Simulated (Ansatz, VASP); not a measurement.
## Two plane-wave programs on KNaICl

INCAR

```
SYSTEM = KNaICl
PREC = Accurate
ENCUT = 520
EDIFF = 1E-7
ISMEAR = 0
SIGMA = 0.05
LREAL = .FALSE.
LASPH = .TRUE.
NELM = 60
ALGO = Normal
ISIF = 2
LWAVE = .FALSE.
LCHARG = .FALSE.
NBANDS = 23
```

Contents of KPOINTS:

```
Automatic mesh
0
G
  6 6 4
  0 0 0
```

The input POSCAR:

```
KNaICl
1.0
    4.4787923021      0.0000000000      0.0000000000
    0.0000000000      4.4787923021      0.0000000000
    0.0000000000      0.0000000000      6.0230159778
K Na I Cl
1 1 1 1
Direct
    0.5000000000      0.5000000000      0.5000000000
    0.0000000000      0.0000000000      0.0000000000
    0.5000000000      0.5000000000      0.0000000000
    0.0000000000      0.0000000000      0.5000000000
```

Input for Ansatz:

```yaml
crystal:
  lattice:
    - [4.4787923021, 0.0, 0.0]
    - [0.0, 4.4787923021, 0.0]
    - [0.0, 0.0, 6.0230159778]
  atoms:
    - { symbol: K, position: [0.5, 0.5, 0.5] }
    - { symbol: Na, position: [0.0, 0.0, 0.0] }
    - { symbol: I, position: [0.5, 0.5, 0.0] }
    - { symbol: Cl, position: [0.0, 0.0, 0.5] }
basis:
  ecutwfc: 520.0
kpoints:
  mp_grid: { grid: [6, 6, 4] }
hamiltonian:
  xc: lda
  pseudopotentials: { kind: paw }
scf:
  occupations: { method: gaussian, width: 0.05 }
output:
  forces: true
  stress: true
  eigenvalues: true
```

Change from the starting cell: strain +e along x and -e along y +0.0000, strain +e along z and -e/2 along x and y -0.0733.

Alike in both runs: task single point; functional LDA; k mesh 6 × 6 × 4; occupations gaussian, width 0.05 eV; no spin polarisation.

```csv
,VASP,Ansatz
version,VASP 6.6.1,Ansatz 0.2.0
potentials or method,"VASP PAW LDA potentials, release 64 (K_sv, Na_pv, I, Cl)","scalar-relativistic, plane waves, PAW"
plane-wave cutoff (eV),520,520
valence electrons in the cell,30,42
```

|  | VASP | Ansatz | Ansatz less VASP |
| --- | --- | --- | --- |
| gap on the k mesh at the Fermi level (eV) | 3.82 | 3.81 | -0.005 |
| least direct gap on the mesh (eV) | 3.82 | 3.81 | -0.005 |
| pressure (GPa) | 0.6 | 0.5 | -0.07 |
| largest component of the traceless stress (GPa) | 3.99 | 3.92 | -0.069 |

The two sets of potentials don't hold the same shells in valence.

Caveats: spin-orbit coupling is left out, which moves the levels of the heavy elements.
